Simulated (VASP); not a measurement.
VASP input:

### INCAR
```
# general
SYSTEM  = Pt
PREC    = Accurate
ENCUT   = 520
LREAL   = .FALSE.
LASPH   = .TRUE.

# electronic loop
EDIFF   = 1E-6
NELM    = 100
ALGO    = Normal
LMAXMIX = 6

# smearing
ISMEAR  = 1
SIGMA   = 0.1

# functional
GGA     = 91

# ions
IBRION  = 2
NSW     = 60
ISIF    = 3
EDIFFG  = -0.01

# output
LWAVE   = .FALSE.
LCHARG  = .FALSE.
```

File POSCAR:
```
Pt
1
    0.0000000000     1.9894829163     1.9894829163
    1.9894829163     0.0000000000     1.9894829163
    1.9894829163     1.9894829163     0.0000000000
Pt
1
Direct
  0.0000000000   0.0000000000   0.0000000000
```

KPOINTS:
```
Automatic mesh
0
G
 14 14 14
0 0 0
```

POTCAR, in this order: Pt (PBE.64 set). Program: vasp_std.

### Question
Write an equivalent input for Quantum ESPRESSO's pw.x.

### Answer
One equivalent input (not run):
```
&CONTROL
  calculation = 'vc-relax'
  pseudo_dir = './pseudo'
  outdir = './out'
  tprnfor = .true.
  tstress = .true.
  nstep = 60
  forc_conv_thr = 0.00039
/
&SYSTEM
  ibrav = 0
  nat = 1
  ntyp = 1
  ecutwfc = 84
  occupations = 'smearing'
  smearing = 'methfessel-paxton'
  degauss = 0.00735
  input_dft = 'pw91'
/
&ELECTRONS
  conv_thr = 7.3e-08
  electron_maxstep = 100
/
&IONS
/
&CELL
/
ATOMIC_SPECIES
  Pt 195.084 Pt.upf
CELL_PARAMETERS angstrom
     0.0000000    1.9894829    1.9894829
     1.9894829    0.0000000    1.9894829
     1.9894829    1.9894829    0.0000000
ATOMIC_POSITIONS crystal
  Pt   0.0000000  0.0000000  0.0000000
K_POINTS automatic
  14 14 14 0 0 0
```
What does not carry over: the potentials are each code's own (VASP's PAW set, PseudoDojo norm-conserving files in pw.x), so ENCUT and ecutwfc are chosen apart and not converted; conv_thr bounds pw.x's estimated SCF error, while EDIFF bounds the energy change between steps; forc_conv_thr acts on force components and is met together with etot_conv_thr.

The compound is Pt in the fcc structure. It was relaxed first. The start is the result of an earlier pass.
